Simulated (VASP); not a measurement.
Ti2TeAs2:

```
Ti Te As
1.0
     2.57170   -3.02654    0.00000
     2.57170    3.02654    0.00000
    -1.68086    0.00000    7.25172
Ti Te As
2 1 2
Direct
  0.91247 0.91247 0.63377
  0.08753 0.08753 0.36623
  0.00000 0.00000 0.00000
  0.00000 0.50000 0.50000
  0.50000 0.00000 0.50000
```

The cell was built by a generator and needn't be a form met in nature.

- Program: VASP 6.6.1
- Task: relaxation of cell and atoms
- Functional: PBE
- Potentials or basis: VASP PAW PBE potentials, release 64 (Ti_sv, Te, As)
- Cutoff: 520 eV
- k mesh: 4 × 4 × 2
- Occupations: gaussian, width 0.15 eV
- Spin: no spin polarisation

At the start: pressure 63.7 GPa; volume 22.58 Å³/atom.

Q: Where does the relaxation end?

A: Over 23 steps the energy falls by 2742.1 meV/atom and the volume is 29.93 Å³/atom (+32.6 %); space group C2/m (No. 12, to 0.05 Å).

The path:
```
step  energy change (eV)  largest force (eV/Å)  pressure (GPa)  volume (Å³)
   1              0.0000               19.7040           63.71       112.89
   2             -2.3845                4.0284           -5.01       316.22
   3             -5.3882                3.8870           -4.72       273.77
   4             -7.1797                3.7749           -5.40       246.34
   5            -12.3460                3.2908           -4.53       172.31
   6            -12.9565                1.6580            6.64       140.84
   7            -13.1622                2.2327           -0.42       154.58
   8            -13.2125                1.8795            0.89       150.93
   9            -13.2148                1.7971            1.31       149.96
  10            -13.4446                0.6086           -1.34       155.15
  11            -13.4470                0.5660           -1.53       155.52
  12            -13.6009                0.4826           -0.21       152.01
  13            -13.6293                0.6288            0.70       150.20
  14            -13.6307                0.6968            0.90       149.73
  15            -13.6781                0.1142           -0.05       152.00
  16            -13.6809                0.0635           -0.14       152.41
  17            -13.6801                0.2148           -0.51       153.22
  18            -13.6816                0.1059           -0.40       152.66
  19            -13.6988                0.0237           -0.31       151.76
  20            -13.7081                0.0936           -0.24       150.57
  21            -13.7101                0.0188            0.21       149.23
  22            -13.7103                0.0172            0.27       149.43
  23            -13.7103                0.0295            0.19       149.64
```

Final structure:
```cif
data_structure
_symmetry_space_group_name_H-M 'P 1'
_symmetry_Int_Tables_number 1
_cell_length_a 4.3750
_cell_length_b 4.3750
_cell_length_c 7.9310
_cell_angle_alpha 89.327
_cell_angle_beta 89.327
_cell_angle_gamma 99.621
_cell_volume 149.64
loop_
_atom_site_label
_atom_site_type_symbol
_atom_site_fract_x
_atom_site_fract_y
_atom_site_fract_z
_atom_site_occupancy
Ti1 Ti 0.99728 0.99728 0.67329 1
Ti2 Ti 0.00272 0.00272 0.32671 1
Te1 Te 0.00000 0.00000 0.00000 1
As1 As 0.00000 0.50000 0.50000 1
As2 As 0.50000 0.00000 0.50000 1
```

Caveat: the k mesh is coarse (spacing up to 0.43 Å⁻¹), so the values aren't converged; the volume moved by over 15 % at a fixed basis, so the end points are rough.
